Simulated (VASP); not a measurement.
Here is the system:

```
KMgF3
1.0
    4.14893     0.00000     0.00000
    0.00000     4.14893     0.00000
    0.00000     0.00000     4.14893
K Mg F
1 1 3
Direct
  0.00000   0.00000   0.00000
  0.50000   0.50000   0.50000
  0.50000   0.00000   0.50000
  0.00000   0.50000   0.50000
  0.50000   0.50000   0.00000
```

These are revPBE GGA, VASP's PBE PAW potentials (set 64) (plane waves; VASP) values and carry that method's errors. Numerical set-up: 520 eV cut-off, 6×6×6 Γ-centred mesh, Gaussian smearing of 0.050 eV, potentials K_sv Mg F.

Task: Give the stress tensor in GPa (positive for a compressed cell).

Result: 
```
-1.59   0.00   0.00
 0.00  -1.59   0.00
 0.00   0.00  -1.59
```
The pressure is its mean diagonal, -1.59 GPa.

The compound is KMgF3 in the cubic perovskite structure. This cell is one point of a volume scan, at 1.03 of the reference volume.
